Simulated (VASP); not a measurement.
Calculation: r2SCAN meta-GGA, VASP's PBE PAW potentials (set 64) (plane waves; VASP).

A VASP calculation is set up with these files.

POSCAR:
```
AuAl2(111) slab
25.3923050
  0.1670837287   0.0000000000   0.0000000000
 -0.0835418447   0.1446987581   0.0000000000
  0.0000000000   0.0000000000   1.0000000000
Al Au
6 3
Cartesian
  0.0835419545   0.0482328711   0.3360453319
 -0.0000000704   0.0964658870   0.4656566283
 -0.0835418447   0.1446987581   0.3964696810
  0.0000000000   0.0000000000   0.6035303190
  0.0835419545   0.0482328711   0.5343433717
 -0.0000000704   0.0964658870   0.6639546681
 -0.0000000704   0.0964658870   0.3637720898
  0.0000000000   0.0000000000   0.5000000000
  0.0835419545   0.0482328711   0.6362279102
```

KPOINTS:
```
Automatic mesh
0
Gamma
8 8 1
0 0 0
```

**INCAR**
```
ISMEAR = 1   ! Methfessel-Paxton
LASPH = .TRUE.
NELM = 100
METAGGA = R2SCAN
LORBIT = 11   ! lm-projected
LDIPOL = .TRUE.
LCHARG = .FALSE.
ENCUT = 400   ! plane-wave cut-off (eV)
PREC = Normal
LMAXMIX = 6   ! l cut-off of mixed one-centre charges
LVHAR = .TRUE.
LMIXTAU = .TRUE.
ALGO = Normal
IDIPOL = 3
SIGMA = 0.1
DIPOL = 0.5 0.5 0.5
EDIFF = 1E-6   ! SCF stop (eV)
NELMIN = 4
SYSTEM = AuAl2(111) slab
LREAL = .FALSE.   ! projection in real space or not
LWAVE = .FALSE.
```

POTCAR, in this order: Al Au (PBE.64 set). Program: vasp_std. Read from the step before: WAVECAR.

The resulting files:

**OSZICAR**
```
       N       E                     dE             d eps       ncg     rms          rms(c)
DAV:   1    -0.194255068933E+03   -0.19426E+03   -0.90017E-06   536   0.237E-02    0.744E-04
DAV:   2    -0.194255062314E+03    0.66182E-05   -0.43276E-07   460   0.615E-03    0.420E-04
DAV:   3    -0.194255059898E+03    0.24168E-05   -0.19695E-07   368   0.436E-03    0.251E-04
DAV:   4    -0.194255059232E+03    0.66505E-06   -0.33754E-07   376   0.680E-03
   1 F= -.19425506E+03 E0= -.19425576E+03  d E =0.209288E-02
```

**OUTCAR**
```
------------------------ aborting loop because EDIFF is reached ----------------------------------------
  FORCE on cell =-STRESS in cart. coord.  units (eV):
  Direction    XX          YY          ZZ          XY          YZ          ZX
  --------------------------------------------------------------------------------------
  Total        0.3892929      0.3892929     -0.0009806      0.0000001      0.0000000      0.0000000
  in kB        1.5757297      1.5757298     -0.0039692      0.0000002      0.0000000      0.0000000
  external PRESSURE =       1.0491635 kB  Pullay stress =       0.0000000 kB
  volume of cell :      395.83
      direct lattice vectors                 reciprocal lattice vectors
     4.242641000  0.000000000  0.000000000     0.235702243  0.136082717  0.000000000
    -2.121320000  3.674235000  0.000000000     0.000000000  0.272165498  0.000000000
     0.000000000  0.000000000 25.392305000     0.000000000  0.000000000  0.039382010
 POSITION                                       TOTAL-FORCE (eV/Angst)
 -----------------------------------------------------------------------------------
      2.12132      1.22474      8.53297         0.000000      0.000000     -0.000771
     -0.00000      2.44949     11.82410         0.000000     -0.000000      0.003069
      0.00000      0.00000     10.06728        -0.000000      0.000000      0.002627
      0.00000      0.00000     15.32503         0.000000     -0.000000     -0.002627
      2.12132      1.22474     13.56821         0.000000      0.000000     -0.003069
     -0.00000      2.44949     16.85934         0.000000      0.000000      0.000771
     -0.00000      2.44949      9.23701        -0.000000      0.000000     -0.005706
      0.00000      0.00000     12.69615         0.000000      0.000000      0.000000
      2.12132      1.22474     16.15529         0.000000     -0.000000      0.005706
 -----------------------------------------------------------------------------------
    total drift:                                0.000000      0.000000      0.000000
  FREE ENERGIE OF THE ION-ELECTRON SYSTEM (eV)
  ---------------------------------------------------
  free  energy   TOTEN  =      -194.2550592325 eV

  energy  without entropy=     -194.2571521141  energy(sigma->0) =     -194.25575686

 total charge

# of ion       s       p       d       tot
------------------------------------------
    1        0.452   0.328   0.000   0.780
    2        0.391   0.365   0.000   0.756
    3        0.394   0.374   0.000   0.768
    4        0.394   0.374   0.000   0.768
    5        0.391   0.365   0.000   0.756
    6        0.452   0.328   0.000   0.780
    7        0.761   0.672   8.547   9.981
    8        0.759   0.704   8.545  10.008
    9        0.761   0.672   8.547   9.981
--------------------------------------------------
tot          4.755   4.182  25.640  34.577
```
(Selected blocks of OUTCAR.)

### OUTCAR
```
 val. band max:        0.6460193569   @ k =   0.2500  -0.0000   0.0000

 cond. band min:       0.6914351851   @ k =   0.2500   0.2500   0.0000


 Fermi energy:         0.6667124652

 k-point     1 :       0.0000    0.0000    0.0000
  band No.  band energies     occupation
      1     -10.2686      2.00000
      2      -9.5453      2.00000
      3      -8.6663      2.00000
      4      -6.3383      2.00000
      5      -6.2621      2.00000
      6      -6.2621      2.00000
      7      -6.2460      2.00000
      8      -6.1460      2.00000
      9      -6.1460      2.00000
     10      -6.1043      2.00000
     11      -6.1043      2.00000
     12      -5.3086      2.00000
     13      -5.3086      2.00000
     14      -5.0405      2.00000
     15      -5.0405      2.00000
     16      -4.9871      2.00000
     17      -4.9871      2.00000
     18      -4.9013      2.00000
     19      -3.8578      2.00000
     20      -1.9896      2.00000
     21       0.4217      2.00289
     22       1.3684     -0.00000
     23       1.3684     -0.00000
     24       2.3598     -0.00000
     25       2.3598     -0.00000
     26       3.3084      0.00000
     27       3.3084      0.00000
     28       3.4054      0.00000
     29       3.7253      0.00000
     30       4.1665      0.00000

 k-point     2 :       0.1250   -0.0000    0.0000
  band No.  band energies     occupation
      1     -10.0748      2.00000
      2      -9.3484      2.00000
      3      -8.4658      2.00000
      4      -6.4405      2.00000
      5      -6.3940      2.00000
      6      -6.2807      2.00000
      7      -6.1998      2.00000
      8      -6.1130      2.00000
      9      -6.0643      2.00000
     10      -6.0168      2.00000
     11      -5.9974      2.00000
     12      -5.3438      2.00000
     13      -5.3256      2.00000
     14      -5.1239      2.00000
     15      -5.0546      2.00000
     16      -5.0388      2.00000
     17      -4.9848      2.00000
     18      -4.8581      2.00000
...
```

Unless said otherwise, spin-orbit coupling is left out, though it shifts the bands of the heavy elements here.

The cell is a thin slab with vacuum, built from AuAl2 (fluorite): (111) face.
